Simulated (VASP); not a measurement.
Calculation: PBEsol GGA, VASP's PBE PAW potentials (set 64) (plane waves; VASP).

The input files of a VASP run:

POSCAR:
```
W
1
   -1.5211304800     1.5211304800     1.5211304800
    1.5211304800    -1.5211304800     1.5211304800
    1.5211304800     1.5211304800    -1.5211304800
W
1
Direct
  1.0000000000   0.0000000000   1.0000000000
```

**INCAR**
```
! general
SYSTEM  = W
PREC    = Accurate
ENCUT   = 500
LREAL   = .False.   ! projection in real space or not
LASPH   = .True.   ! aspherical one-centre terms

! electronic loop
EDIFF   = 1E-6   ! SCF stop (eV)
NELM    = 100
ALGO    = Normal   ! blocked Davidson
LMAXMIX = 6

! smearing
ISMEAR  = 1
SIGMA   = 0.1   ! width (eV)

! functional
GGA     = PS   ! PBEsol

! ions
IBRION  = 2
NSW     = 40
ISIF    = 3   ! ions, shape and volume
EDIFFG  = -0.02   ! ionic stop
PSTRESS = 450   ! kbar

! output
LWAVE   = .False.
LCHARG  = .False.
```

KPOINTS:
```
Automatic mesh
0
Gamma
17 17 17
0 0 0
```

POTCAR, in this order: W_sv (PBE.64 set). Program: vasp_std.

Output of the run:

File OSZICAR:
```
       N       E                     dE             d eps       ncg     rms          rms(c)
DAV:   1     0.745452702846E+02    0.74545E+02   -0.77153E+03  3678   0.144E+03
DAV:   2    -0.127768266694E+02   -0.87322E+02   -0.84143E+02  3864   0.332E+02
DAV:   3    -0.141823960309E+02   -0.14056E+01   -0.13951E+01  4133   0.418E+01
DAV:   4    -0.141885325673E+02   -0.61365E-02   -0.61361E-02  3888   0.304E+00
DAV:   5    -0.141885776469E+02   -0.45080E-04   -0.45079E-04  4109   0.259E-01    0.270E+01
DAV:   6    -0.137346272879E+02    0.45395E+00   -0.44653E-01  3861   0.917E+00    0.119E+01
DAV:   7    -0.135995005750E+02    0.13513E+00   -0.27038E-01  3974   0.668E+00    0.451E-01
DAV:   8    -0.135947202675E+02    0.47803E-02   -0.43661E-03  3771   0.108E+00    0.473E-02
DAV:   9    -0.135947108719E+02    0.93956E-05   -0.59291E-05  4134   0.104E-01    0.448E-02
DAV:  10    -0.135947104350E+02    0.43690E-06   -0.15475E-05  3972   0.559E-02    0.339E-03
DAV:  11    -0.135947105644E+02   -0.12940E-06   -0.13857E-07  2082   0.560E-03
   1 F= -.96404860E+01 E0= -.96404784E+01  d E =-.964049E+01
```

**OUTCAR**
```
------------------------ aborting loop because EDIFF is reached ----------------------------------------
  FORCE on cell =-STRESS in cart. coord.  units (eV):
  Direction    XX          YY          ZZ          XY          YZ          ZX
  --------------------------------------------------------------------------------------
  Total        3.9347929      3.9347929      3.9347929     -0.0000000     -0.0000000      0.0000000
  in kB      447.7886293    447.7886293    447.7886293     -0.0000000     -0.0000000      0.0000000
  external PRESSURE =      -2.2113707 kB  Pullay stress =     450.0000000 kB
  volume of cell :       14.08
      direct lattice vectors                 reciprocal lattice vectors
    -1.521130480  1.521130480  1.521130480     0.000000000  0.328702900  0.328702900
     1.521130480 -1.521130480  1.521130480     0.328702900  0.000000000  0.328702900
     1.521130480  1.521130480 -1.521130480     0.328702900  0.328702900  0.000000000
 POSITION                                       TOTAL-FORCE (eV/Angst)
 -----------------------------------------------------------------------------------
      0.00000      0.00000      0.00000         0.000000     -0.000000     -0.000000
 -----------------------------------------------------------------------------------
    total drift:                               -0.000000     -0.000000      0.000000
  FREE ENERGIE OF THE ION-ELECTRON SYSTEM (eV)
  ---------------------------------------------------
  free  energy   TOTEN  =       -13.5947105644 eV

  energy  without entropy=      -13.5946877018  energy(sigma->0) =      -13.59470294
  enthalpy is  TOTEN    =        -9.6404860082 eV   P V=        3.9542245562

 reached required accuracy - stopping structural energy minimisation
```
(Selected blocks of OUTCAR.)

The compound is W in the bcc structure. It was relaxed first under an external pressure of 45 GPa.
